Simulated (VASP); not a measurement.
Energy against volume of CuAu (L1_0). These are PW91 GGA, VASP's PBE PAW potentials (set 64) (plane waves; VASP 6.6.1) values and carry that method's errors. Numerical set-up: 520 eV cut-off, 13×13×10 Γ-centred mesh, first-order Methfessel-Paxton smearing of 0.10 eV, potentials Cu Au.

Shape and ions are relaxed at each volume.

```
V (Å³/atom)  E (eV/atom)
-----------  -----------
14.192          -3.51917
14.645          -3.53996
15.098          -3.54624
15.551          -3.54065
```

Task: Fit these four points and predict the energy of the run at 16.004 Å³/atom.

Result: A cubic in V^(−2/3), the third-order Birch-Murnaghan form, passes through the four points with V0 = 15.10 Å³/atom and B0 = 140 GPa, and gives -3.5254 eV/atom there. The run gave -3.5254 eV/atom, -0.1 meV/atom from the fit; all five points give B0 = 139 GPa.

The compound is CuAu in the L1_0 structure. It was relaxed first.
